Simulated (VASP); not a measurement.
Zn4Te3O:

```
Zn Te O
1.0
    -2.91667    2.99881    5.54021
     2.96527   -2.99682    5.56422
     2.83962    2.91977   -5.53919
Zn Te O
4 3 1
Direct
  0.65624 0.70785 0.57830
  0.09457 0.12290 0.40535
  0.30498 0.90018 0.01942
  0.90827 0.29005 0.99889
  0.48515 0.50833 0.00477
  0.25009 0.77358 0.50579
  0.75387 0.25515 0.53074
  0.00331 0.00889 0.01102
```

The cell was built by a generator and needn't be a form met in nature.

* Program: VASP 6.6.1
* Task: relaxation of cell and atoms
* Functional: PBE
* Potentials or basis: VASP PAW PBE potentials, release 64 (Zn, Te, O)
* Cutoff: 520 eV
* k mesh: 6 × 6 × 6
* Occupations: gaussian, width 0.15 eV
* Spin: no spin polarisation

At the start: pressure 1.8 GPa; volume 23.84 Å³/atom.

Task: How do energy, volume and symmetry change on relaxing?

Result: Over 20 steps the energy falls by 71.5 meV/atom and the volume is 24.04 Å³/atom (+0.8 %); space group I-42m (No. 121, to 0.05 Å).

Step by step:
```csv
step,energy change (eV),largest force (eV/Å),pressure (GPa),volume (Å³)
1,0.0000,1.3939,1.78,190.72
2,-0.3633,0.5897,-1.23,198.10
3,-0.3859,0.4228,-1.99,200.78
4,-0.5156,0.2742,-0.43,193.55
5,-0.5260,0.2626,0.46,190.58
6,-0.5263,0.2572,0.32,190.96
7,-0.5484,0.1827,0.08,191.64
8,-0.5507,0.1789,0.10,191.90
9,-0.5507,0.1801,0.13,191.96
10,-0.5579,0.1104,-0.08,192.84
11,-0.5604,0.1020,-0.31,193.79
12,-0.5655,0.0840,0.02,192.34
13,-0.5658,0.0856,0.15,192.06
14,-0.5683,0.0662,0.09,192.38
15,-0.5688,0.0922,0.01,192.69
16,-0.5703,0.0520,-0.09,193.07
17,-0.5703,0.0437,-0.21,193.24
18,-0.5712,0.0648,0.07,192.17
19,-0.5713,0.0581,0.01,192.37
20,-0.5718,0.0181,-0.02,192.29
```

Final structure:
```
CELL_PARAMETERS angstrom
-2.91057 2.91369 5.66550
2.91544 -2.90986 5.66741
2.91139 2.91006 -5.66437
ATOMIC_POSITIONS crystal
Zn 0.68614 0.70147 0.60468
Zn 0.08742 0.10281 0.40971
Zn 0.30319 0.91191 0.00637
Zn 0.90245 0.31682 0.00674
Te 0.49476 0.50750 0.00625
Te 0.24446 0.75874 0.50709
Te 0.74268 0.25901 0.50562
O 0.99538 0.00865 0.00783
```
